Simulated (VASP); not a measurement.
All values below come from AM05 GGA, VASP's PBE PAW potentials (set 64) (plane waves; VASP).

The input files of a VASP run:

POSCAR:
```
GdN
1
    0.0000000000     2.4900000000     2.4900000000
    2.4900000000     0.0000000000     2.4900000000
    2.4900000000     2.4900000000     0.0000000000
Gd N
1 1
Direct
  0.0000000000   0.0000000000   0.0000000000
  0.5000000000   0.5000000000   0.5000000000
```

File KPOINTS:
```
Regular mesh
0
Gamma
 8 8 8
0 0 0
```

INCAR:
```
PREC = Accurate
IBRION = 2   # conjugate gradients
NSW = 60   # most ionic steps
LCHARG = .FALSE.
EDIFFG = -0.01   # ionic stop
LREAL = .FALSE.
LWAVE = .FALSE.
ALGO = Normal
LMAXMIX = 6   # l cut-off of mixed one-centre charges
ISMEAR = 0   # Gaussian
SYSTEM = GdN
ENCUT = 520   # plane-wave cut-off (eV)
LASPH = .TRUE.   # aspherical one-centre terms
EDIFF = 1E-6
GGA = AM
SIGMA = 0.05   # width (eV)
ISIF = 3   # ions, shape and volume
NELM = 100
```

POTCAR, in this order: Gd_3 N (PBE.64 set). Program: vasp_std.

Output

**OSZICAR**
```
       N       E                     dE             d eps       ncg     rms          rms(c)
DAV:   1     0.425604814237E+02    0.42560E+02   -0.70300E+03   638   0.118E+03
DAV:   2    -0.155494428237E+02   -0.58110E+02   -0.54930E+02   848   0.235E+02
DAV:   3    -0.185383488085E+02   -0.29889E+01   -0.28418E+01   864   0.415E+01
DAV:   4    -0.185738269726E+02   -0.35478E-01   -0.35426E-01   759   0.409E+00
DAV:   5    -0.185745264619E+02   -0.69949E-03   -0.69917E-03   843   0.464E-01    0.276E+01
DAV:   6    -0.167906879579E+02    0.17838E+01   -0.16249E+01   731   0.241E+01    0.246E+01
DAV:   7    -0.166011829734E+02    0.18950E+00   -0.13361E+00   730   0.753E+00    0.166E+01
DAV:   8    -0.165959946977E+02    0.51883E-02   -0.10942E-01   689   0.356E+00    0.499E+00
DAV:   9    -0.165927297775E+02    0.32649E-02   -0.72787E-03   756   0.817E-01    0.530E-01
DAV:  10    -0.165928853856E+02   -0.15561E-03   -0.41190E-04   814   0.207E-01    0.188E-01
DAV:  11    -0.165928739004E+02    0.11485E-04   -0.32445E-05   777   0.567E-02    0.121E-02
DAV:  12    -0.165928746830E+02   -0.78256E-06   -0.38750E-06   833   0.209E-02
   1 F= -.16592875E+02 E0= -.16592791E+02  d E =-.165929E+02
       N       E                     dE             d eps       ncg     rms          rms(c)
DAV:   1    -0.168375433929E+02   -0.24467E+00   -0.57657E+00   644   0.225E+01    0.585E+00
DAV:   2    -0.166495253964E+02    0.18802E+00   -0.87606E-01   725   0.664E+00    0.223E+00
DAV:   3    -0.166020970353E+02    0.47428E-01   -0.12747E-01   783   0.289E+00    0.210E+00
DAV:   4    -0.165852929361E+02    0.16804E-01   -0.62029E-02   742   0.242E+00    0.782E-01
DAV:   5    -0.165851872712E+02    0.10566E-03   -0.64204E-03   813   0.670E-01    0.129E-01
DAV:   6    -0.165849259514E+02    0.26132E-03   -0.12029E-03   815   0.304E-01    0.288E-02
DAV:   7    -0.165849309752E+02   -0.50237E-05   -0.60925E-05   787   0.800E-02    0.190E-02
DAV:   8    -0.165849309317E+02    0.43504E-07   -0.82516E-07   621   0.865E-03
   2 F= -.16584931E+02 E0= -.16584920E+02  d E =0.794375E-02
       N       E                     dE             d eps       ncg     rms          rms(c)
DAV:   1    -0.166823720416E+02   -0.97441E-01   -0.16950E+00   656   0.122E+01    0.331E+00
DAV:   2    -0.166284098852E+02    0.53962E-01   -0.26246E-01   740   0.363E+00    0.127E+00
DAV:   3    -0.166143724972E+02    0.14037E-01   -0.38755E-02   779   0.151E+00    0.114E+00
DAV:   4    -0.166095209323E+02    0.48516E-02   -0.18761E-02   745   0.129E+00    0.402E-01
DAV:   5    -0.166094828116E+02    0.38121E-04   -0.18374E-03   832   0.359E-01    0.117E-01
DAV:   6    -0.166093962206E+02    0.86591E-04   -0.35616E-04   840   0.162E-01    0.139E-02
DAV:   7    -0.166093978199E+02   -0.15994E-05   -0.16809E-05   781   0.420E-02    0.488E-03
DAV:   8    -0.166093979230E+02   -0.10311E-06   -0.13250E-07   472   0.356E-03
   3 F= -.16609398E+02 E0= -.16609382E+02  d E =-.165232E-01
```

### OUTCAR
```
------------------------ aborting loop because EDIFF is reached ----------------------------------------
  FORCE on cell =-STRESS in cart. coord.  units (eV):
  Direction    XX          YY          ZZ          XY          YZ          ZX
  --------------------------------------------------------------------------------------
  Total       -0.0079778     -0.0079778     -0.0079778      0.0000000      0.0000000      0.0000000
  in kB       -0.4277614     -0.4277614     -0.4277614      0.0000000      0.0000000      0.0000000
  external PRESSURE =      -0.4277614 kB  Pullay stress =       0.0000000 kB
  volume of cell :       29.88
      direct lattice vectors                 reciprocal lattice vectors
    -0.000000000  2.462945215  2.462945215    -0.203008982  0.203008982  0.203008982
     2.462945215  0.000000000  2.462945215     0.203008982 -0.203008982  0.203008982
     2.462945215  2.462945215  0.000000000     0.203008982  0.203008982 -0.203008982
 POSITION                                       TOTAL-FORCE (eV/Angst)
 -----------------------------------------------------------------------------------
      0.00000      0.00000      0.00000         0.000000     -0.000000      0.000000
      2.46295      2.46295      2.46295        -0.000000      0.000000     -0.000000
 -----------------------------------------------------------------------------------
    total drift:                                0.000000      0.000000      0.000000
  FREE ENERGIE OF THE ION-ELECTRON SYSTEM (eV)
  ---------------------------------------------------
  free  energy   TOTEN  =       -16.6093979230 eV

  energy  without entropy=      -16.6093654437  energy(sigma->0) =      -16.60938168

 reached required accuracy - stopping structural energy minimisation
```
(Selected blocks of OUTCAR.)

CONTCAR:
```
GdN
   1.00000000000000
    -0.0000000000000000    2.4629452148394679    2.4629452148394679
     2.4629452148394679    0.0000000000000000    2.4629452148394679
     2.4629452148394679    2.4629452148394679    0.0000000000000000
  Gd              N
     1     1
Direct
     0.0000000000000000    0.0000000000000000    0.0000000000000000
     0.5000000000000000    0.5000000000000000    0.5000000000000000
```

The 4f electrons are frozen in the core of the lanthanide potential, so 4f levels, which can set the real gap, and their magnetism are missing. Energy and stress use the plane-wave basis of the starting cell.

The compound is GdN in the rock salt structure. This run relaxes it. Symmetry was kept, so distortions that lower it aren't found.
